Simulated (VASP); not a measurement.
A run of VASP 6.6.1 is set up as follows.

File INCAR:

```
SYSTEM = CdS
PREC = Accurate
ENCUT = 600
EDIFF = 1E-6
ISMEAR = 0
SIGMA = 0.02
LREAL = .False.
LASPH = .True.
NELM = 120
ALGO = Normal
ISIF = 3
LWAVE = .False.
LCHARG = .False.
GGA = PE
IVDW = 12
IBRION = 2
NSW = 40
EDIFFG = -0.005
```

The input KPOINTS:

```
regular mesh
0
Gamma
  10 10 10
  0 0 0
```

File POSCAR:

```
CdS
1.0
    0.0000000000      2.9200000000      2.9200000000
    2.9200000000      0.0000000000      2.9200000000
    2.9200000000      2.9200000000      0.0000000000
Cd S
1 1
Direct
    0.0000000000      0.0000000000      0.0000000000
    0.2500000000      0.2500000000      0.2500000000
```

Potentials or basis: VASP PAW PBE potentials, release 64 (Cd, S).

Command:

```sh
$ cat potpaw_PBE.64/Cd/POTCAR potpaw_PBE.64/S/POTCAR > POTCAR
$ mpirun -np 1 vasp_std > vasp.out
```

Problem. What does it give for the dispersion energy per atom?

Solution. -0.301 eV.

Problem. Predict the relaxed volume.

Solution. 25.19 Å³/atom.

Problem. Estimate the relaxed cell.

Solution. a = 4.146 Å, b = 4.146 Å, c = 4.146 Å, α = 60.00°, β = 60.00°, γ = 60.00°.

Step by step:
```csv
step,energy change (eV),largest force (eV/Å),pressure (GPa),volume (Å³)
1,0.0000,0.0000,0.72,49.79
2,-0.0011,0.0000,-0.29,50.60
3,-0.0013,0.0000,0.00,50.38
```
